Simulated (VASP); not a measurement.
An input for Ansatz (written as the equivalent of a VASP run, and not itself run):

Ansatz 0.2 input:
```yaml
crystal:
  lattice:
    - [0.0000000, 2.2883165, 2.2883165]
    - [2.2883165, 0.0000000, 2.2883165]
    - [2.2883165, 2.2883165, 0.0000000]
  atoms:
    - { symbol: Zr, position: [0.0000000, 0.0000000, 0.0000000] }
    - { symbol: C, position: [0.5000000, 0.5000000, 0.5000000] }
kpoints:
  mp_grid: { grid: [13, 13, 13] }
hamiltonian:
  xc: pbesol
  pseudopotentials: { kind: paw }
scf:
  occupations: { method: methfessel_paxton, width: 0.1 }
  max_iter: 100
output: { forces: true, stress: true, eigenvalues: true }
```

Task: Translate this input to VASP (INCAR, KPOINTS, POSCAR, choice of POTCAR).

Result: This is not unique; one that fits is 
INCAR:
```
ALGO = Normal
EDIFF = 1E-7
ENCUT = 520
GGA = PS
ISIF = 2
ISMEAR = 1
LASPH = T
LCHARG = F
LMAXMIX = 4
LREAL = F
LWAVE = F
NELM = 100
PREC = Accurate
SIGMA = 0.1
SYSTEM = ZrC
```

File POSCAR:
```
ZrC
1
    0.0000000000     2.2883164552     2.2883164552
    2.2883164552     0.0000000000     2.2883164552
    2.2883164552     2.2883164552     0.0000000000
Zr C
1 1
Direct
  0.0000000000   0.0000000000   0.0000000000
  0.5000000000   0.5000000000   0.5000000000
```

KPOINTS:
```
Automatic mesh
0
Gamma
13 13 13
0 0 0
```

POTCAR, in this order: Zr_sv C (PBE.64 set). Program: vasp_std.

The two are equivalent in intent, not identical: each code has its own PAW files, so the cut-off isn't converted (ENCUT is set for VASP's; basis.ecutwfc is left out, and Ansatz then takes the one that its files recommend); Ansatz stops its SCF on the density residual and VASP on the energy change (EDIFF).

The compound is ZrC in the rock salt structure. This cell is one point of a volume scan, at 0.94 of the reference volume.
